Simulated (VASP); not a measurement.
Energy against volume of Au (fcc). Calculation: AM05 GGA, VASP's PBE PAW potentials (set 64) (plane waves; VASP 6.6.1). Settings: 520 eV cut-off, 15×15×15 Γ-centred mesh, first-order Methfessel-Paxton smearing of 0.10 eV, potentials Au.

```tsv
V (Å³/atom)	E (eV/atom)
16.409	-3.58765
16.916	-3.59632
17.424	-3.58877
17.931	-3.56795
```

Fit these four points and predict the energy of the run at 15.901 Å³/atom.

A cubic in V^(−2/3), the third-order Birch-Murnaghan form, passes through the four points with V0 = 16.92 Å³/atom and B0 = 170 GPa, and gives -3.5592 eV/atom there. The run gave -3.5589 eV/atom, +0.3 meV/atom from the fit; all five points give B0 = 171 GPa.

The compound is Au in the fcc structure. It was relaxed first.
